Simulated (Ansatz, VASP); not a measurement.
# AlNi3 in two plane-wave programs, part 2 of 2

One calculation is typed for both programs; each brings its own data sets. How far apart do they land? The cell is taken from a series of runs on this material, whose earlier steps may have relaxed, scaled, displaced or heated it; both programs get it as it stands.

VASP 6.6.1 and Ansatz 0.2.0.

So far. Step 5 (VASP: single point, PBE, pair 2): The run ends at a pressure of 43.10 GPa. Step 6 (Ansatz: single point, PBE, pair 2): The run ends at a pressure of 43.34 GPa.

**8. VASP: single point, PBE, pair 3**

Level of this step: PBE, no spin polarisation; plane waves and PAW (Al, Ni) (VASP).

A single point gives forces, pressure and levels at one fixed geometry, so differences don't come from the geometry; what else differs is listed under the comparison. The cell compared in this pair holds 41.10 Å³, against 38.48 Å³ for the pair before.

Contents of INCAR:

```
SYSTEM = AlNi3
PREC = Accurate
ENCUT = 600
EDIFF = 1E-06
NELM = 120
ISMEAR = -1
SIGMA = 0.05
LREAL = .FALSE.
ALGO = Normal
GGA = PE
NBANDS = 22
LASPH = .TRUE.
LORBIT = 11
LWAVE = .FALSE.
LCHARG = .FALSE.
ISIF = 2
GGA_COMPAT = .FALSE.
KPAR = 2
```

Contents of POSCAR:

```
AlNi3
1.0
    3.4511354700      0.0000000000      0.0000000000
    0.0000000000      3.4511354700      0.0000000000
    0.0000000000      0.0000000000      3.4511354700
Al Ni
1 3
Direct
    0.0000000000      0.0000000000      0.0000000000
    0.0000000000      0.5000000000      0.5000000000
    0.5000000000      0.0000000000      0.5000000000
    0.5000000000      0.5000000000      0.0000000000
```

Contents of KPOINTS:

```
Automatic mesh
0
Gamma
12 12 12
0 0 0
```

The projector-augmented-wave data sets are Al and Ni (PBE family, release 64).

On the command line:

```
$ mpirun -np 2 vasp_std
```

Numbers of over 12 decimals in the logs are rounded to 6 here.

Log:

```text
[... set-up lines as in an earlier step ...]
 entering main loop
       N       E                     dE             d eps       ncg     rms          rms(c)
DAV:   1     0.204345352138E+03    0.20435E+03   -0.15914E+04  3704   0.217E+03
DAV:   2    -0.158457549512E+02   -0.22019E+03   -0.20982E+03  3702   0.368E+02
DAV:   3    -0.258540695955E+02   -0.10008E+02   -0.95529E+01  4182   0.109E+02
DAV:   4    -0.260091636547E+02   -0.15509E+00   -0.15489E+00  4474   0.120E+01
[...]
DAV:  12    -0.216334808294E+02    0.26241E-05   -0.74061E-06  3996   0.269E-02    0.130E-02
DAV:  13    -0.216334769433E+02    0.38862E-05   -0.12646E-06  2922   0.163E-02    0.507E-03
DAV:  14    -0.216334773352E+02   -0.39189E-06   -0.53310E-07  2058   0.578E-03
   1 F= -.21633477E+02 E0= -.21614311E+02  d E =-.383321E-01
```

From OUTCAR (step 8):

```text
  Total        5.6717014      5.6717014      5.6717014     -0.0000000     -0.0000000      0.0000000
  in kB      221.0741257    221.0741257    221.0741257     -0.0000000     -0.0000000      0.0000000
  external PRESSURE =     221.0741257 kB  Pullay stress =       0.0000000 kB

 POSITION                                       TOTAL-FORCE (eV/Angst)
 -----------------------------------------------------------------------------------
      0.00000      0.00000      0.00000         0.000000      0.000000      0.000000
      0.00000      1.72557      1.72557         0.000000      0.000000      0.000000
      1.72557      0.00000      1.72557         0.000000      0.000000      0.000000
      1.72557      1.72557      0.00000         0.000000      0.000000      0.000000
 -----------------------------------------------------------------------------------
    total drift:                                0.000000      0.000000      0.000000

  FREE ENERGIE OF THE ION-ELECTRON SYSTEM (eV)
  ---------------------------------------------------
  free  energy   TOTEN  =       -21.6334773352 eV

  energy  without entropy=      -21.5951452045  energy(sigma->0) =      -21.61431127

[... 1 part as in an earlier step ...]

[... 2 further parts left out ...]
[key lines of the parts left out:]
E-fermi :  10.7914
```

The run ends at a pressure of 22.11 GPa.

**9. Ansatz: single point, PBE, pair 3**

The same cell, functional, mesh and smearing now go to Ansatz.

The cell is taken from a series of runs on this material, whose earlier steps may have relaxed, scaled, displaced or heated it; both programs get it as it stands.

Contents of input.yaml:

```yaml
crystal:
  lattice:
    - [3.45113547, 0.0, 0.0]
    - [0.0, 3.45113547, 0.0]
    - [0.0, 0.0, 3.45113547]
  atoms:
    - { symbol: Al, position: [0.0, 0.0, 0.0] }
    - { symbol: Ni, position: [0.0, 0.5, 0.5] }
    - { symbol: Ni, position: [0.5, 0.0, 0.5] }
    - { symbol: Ni, position: [0.5, 0.5, 0.0] }
kpoints:
  mp_grid: { grid: [12, 12, 12] }
hamiltonian:
  xc: pbe
  pseudopotentials: { kind: paw, azcp: { folder: soft_1 } }
scf:
  occupations: { method: fermi_dirac, width: 0.05 }
  max_iter: 120
  convergence: { dr2_threshold: 1.0e-08 }
basis:
  ecutwfc: 420.0
output:
  stress: true
```

On the command line:

```
$ ansatz run input.yaml --threads 1 --pin off --max-ram 2560MiB --backend cpu --events-out ev --progress --plain --runs-dir out
```

Log:

```text
[...]
Crystal: 4 atoms, lattice volume = 41.104 Å³
Basis set: ecut = 420 eV, 799 PW (Γ)
Bands: 34, of which v1, the nominal top of the filled ones, is band 29 counted from 1 (28 counted from 0)
Symmetry: 48 space group operations
[...]
k-points: 84 of 1728
[...]
SCF iter   1: F=—  HF=-18058.530924 eV  |F-HF|=—  |Δ(HF+E_count)|=         —  Δρ=4.57e-2  dr2=9.01e-1  ethr=3.10e-3  ⟨swp⟩=5.3  Hψ=9873  notcnv=0
[...]
SCF iter   9: F=-18058.141715 eV  HF=-18058.141715 eV  |F-HF|=1.96e-9  |Δ(HF+E_count)|=   4.41e-8  Δρ=4.31e-6  dr2=3.63e-9  ethr=1.75e-11  ⟨swp⟩=3.7  Hψ=13095  notcnv=0
SCF 1 converged in 9 iterations: F = -18058.141715 eV  dr2 = 3.63e-9
[...]
SCF converged after 9 iterations
Free energy (F): -18058.141715 eV
[...]
Internal energy: -18058.103152 eV  (E = F + TS)
E sigma→0 (E₀):  -18058.122433 eV
Entropy (-TS):   -0.038563 eV (-9.641 meV/atom)
Fermi energy:    17.556259 eV
[...]
--- Stress (GPa, compression-positive) ---
       22.245864       0.000000       0.000000
       -0.000000      22.245864       0.000000
        0.000000       0.000000      22.245864
  P = ⅓ Tr σ = 22.2459 GPa (222.459 kbar)
```

The run ends at a pressure of 22.25 GPa.

**10. Differences**

What differs besides the data sets and the points named for the pairs above, as far as they apply: the data sets hold 57 valence electrons in Ansatz (on its PAW soft_1 files) and 33 in VASP. Total energies have different zeros and are not compared.

Both answers:

| quantity | Ansatz | VASP | difference |
| --- | --- | --- | --- |
| pressure (GPa) | 22.25 | 22.11 | +0.14 |

**11. Results**

```yaml
difference_in_pressure_single_point_pbe_pair_1: 0.40 GPa
difference_in_pressure_single_point_pbe_pair_2: 0.25 GPa
difference_in_pressure_single_point_pbe_pair_3: 0.14 GPa
```

What this shows: The difference in pressure is 0.40 GPa (single point, PBE, pair 1), within the 1 GPa picked in this series as the mark of a large difference. The data sets hold unlike numbers of valence electrons (57 in Ansatz and 33 in VASP), so part of the differences comes from the potentials. 5 further runs of this series are not shown here. Such differences can come from data sets, numerical settings and the points named under the comparisons, not from the functional's error against experiment.

[Lines on the potential files, build, host, timing and source positions are cut from VASP's logs without a mark.]

[Logs are printed without paths, hosts, clocks, repeated set-up lines and the standing remarks that a program may print on its own settings, such as how far it seeks lower states.]

[Hosts, paths, dates, database ids (printed as entryN), source tags and the programs' standing remarks are cut or masked in the printed files.]
